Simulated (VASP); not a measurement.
Here is the system:

```
CELL_PARAMETERS angstrom
     -1.63767     1.63767     1.63767
      1.63767    -1.63767     1.63767
      1.63767     1.63767    -1.63767
ATOMIC_POSITIONS crystal
  Nb 0.00000 0.00000 0.00000
```

All values below come from PBE GGA, VASP's PBE PAW potentials (set 64) (plane waves; VASP). Run with 500 eV cut-off, 16×16×16 Γ-centred mesh, first-order Methfessel-Paxton smearing of 0.10 eV, potentials Nb_sv.

Energy and stress use the plane-wave basis of the starting cell.

**Question.** The ions, cell shape and volume at an external pressure of 10.0 GPa are relaxed. What does this cell relax into?

**Answer.** 
```
CELL_PARAMETERS angstrom
     -1.62456     1.62456     1.62456
      1.62456    -1.62456     1.62456
      1.62456     1.62456    -1.62456
ATOMIC_POSITIONS crystal
  Nb 0.00000 0.00000 0.00000
```
Space group Im-3m (229), at a tolerance of 0.03 Å.

**Question.** How do energy and volume change from the first to the last step?

**Answer.** The energy (σ→0) changes by +19.1 meV/atom and the volume by -2.4 %, in 3 ionic steps.

The compound is Nb in the bcc structure. This run relaxes it under an external pressure of 10 GPa. Symmetry was kept, so distortions that lower it aren't found.
